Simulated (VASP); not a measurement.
Input of a VASP 6.6.1 run:

The input POSCAR:

```
GaB
1.0
    2.7182400000      0.0000000000      0.0000000000
    0.0000000000      2.7182400000      0.0000000000
    0.0000000000      0.0000000000      3.2362100000
Ga B
1 1
Direct
    0.5000000000      0.5000000000      0.5000000000
    0.0000000000      0.0000000000      0.0000000000
```

INCAR.step1

```
PREC     = Accurate       # precision mode
ENCUT    = 520            # plane-wave cutoff, eV
EDIFF    = 1E-6           # SCF threshold, eV
ISMEAR   = -1             # smearing method
SIGMA    = 0.05           # smearing width, eV
LREAL    = False          # projectors in reciprocal space
LASPH    = True           # aspherical terms in the spheres
NELM     = 60             # most SCF steps
ALGO     = Normal         # electronic algorithm
ISIF     = 2              # what is computed and relaxed
LWAVE    = False          # write WAVECAR
LCHARG   = True           # write CHGCAR
GGA      = 91             # functional
```

KPOINTS.step1

```
regular mesh
0
Gamma
  10 10 8
```

File INCAR.step2:

```
PREC     = Accurate       # precision mode
ENCUT    = 520            # plane-wave cutoff, eV
EDIFF    = 1E-6           # SCF threshold, eV
ISMEAR   = 0              # smearing method
SIGMA    = 0.05           # smearing width, eV
LREAL    = False          # projectors in reciprocal space
LASPH    = True           # aspherical terms in the spheres
NELM     = 60             # most SCF steps
ALGO     = Normal         # electronic algorithm
ISIF     = 2              # what is computed and relaxed
LWAVE    = False          # write WAVECAR
LCHARG   = False          # write CHGCAR
GGA      = 91             # functional
ICHARG   = 11             # starting density
```

Contents of KPOINTS.step2:

```
path GXMGZRAZ,XR,MA
20
line-mode
reciprocal
 0.0000000000  0.0000000000  0.0000000000  G
 0.0000000000  0.5000000000  0.0000000000  X

 0.0000000000  0.5000000000  0.0000000000  X
 0.5000000000  0.5000000000  0.0000000000  M

 0.5000000000  0.5000000000  0.0000000000  M
 0.0000000000  0.0000000000  0.0000000000  G

 0.0000000000  0.0000000000  0.0000000000  G
 0.0000000000  0.0000000000  0.5000000000  Z

 0.0000000000  0.0000000000  0.5000000000  Z
 0.0000000000  0.5000000000  0.5000000000  R

 0.0000000000  0.5000000000  0.5000000000  R
 0.5000000000  0.5000000000  0.5000000000  A

 0.5000000000  0.5000000000  0.5000000000  A
 0.0000000000  0.0000000000  0.5000000000  Z

 0.0000000000  0.5000000000  0.0000000000  X
 0.0000000000  0.5000000000  0.5000000000  R

 0.5000000000  0.5000000000  0.0000000000  M
 0.5000000000  0.5000000000  0.5000000000  A
```

Potentials or basis: VASP PAW PBE potentials, release 64 (Ga_d, B).

The run is started by

```console
$ cat potpaw_PBE.64/Ga_d/POTCAR potpaw_PBE.64/B/POTCAR > POTCAR
$ cp INCAR.step1 INCAR
$ cp KPOINTS.step1 KPOINTS
$ mpirun -np 1 vasp_std > vasp.out
$ cp INCAR.step2 INCAR
$ cp KPOINTS.step2 KPOINTS
$ mpirun -np 1 vasp_std > vasp.out
```

Task: Estimate the band gap along the path.

Result: None (metal or under the smearing width).

Levels at the corners of the path, in eV from the Fermi level:
```
point  band 6  band 7  band 8  band 9  band 10  band 11
    Γ  -13.29   -1.66    1.91    2.70     2.70     9.23
    X   -8.58   -8.21    1.90    5.06     5.51     5.53
    X   -8.58   -8.21    1.90    5.06     5.51     5.53
    M   -4.43   -4.43   -3.52   -1.94     3.27     7.67
    M   -4.43   -4.43   -3.52   -1.94     3.27     7.67
    Γ  -13.29   -1.66    1.91    2.70     2.70     9.23
    Γ  -13.29   -1.66    1.91    2.70     2.70     9.23
    Z   -9.91   -9.79    4.33    4.33     7.94     9.60
    Z   -9.91   -9.79    4.33    4.33     7.94     9.60
    R   -5.42   -5.27   -5.04   -4.22     5.45    10.22
    R   -5.42   -5.27   -5.04   -4.22     5.45    10.22
    A   -2.01   -1.29   -1.29   -0.37     0.16     0.16
    A   -2.01   -1.29   -1.29   -0.37     0.16     0.16
    Z   -9.91   -9.79    4.33    4.33     7.94     9.60
    X   -8.58   -8.21    1.90    5.06     5.51     5.53
    R   -5.42   -5.27   -5.04   -4.22     5.45    10.22
    M   -4.43   -4.43   -3.52   -1.94     3.27     7.67
    A   -2.01   -1.29   -1.29   -0.37     0.16     0.16
```

Caveat: the log is that of the step along the path at fixed density, whose energy, stress, charges and moments have no meaning.
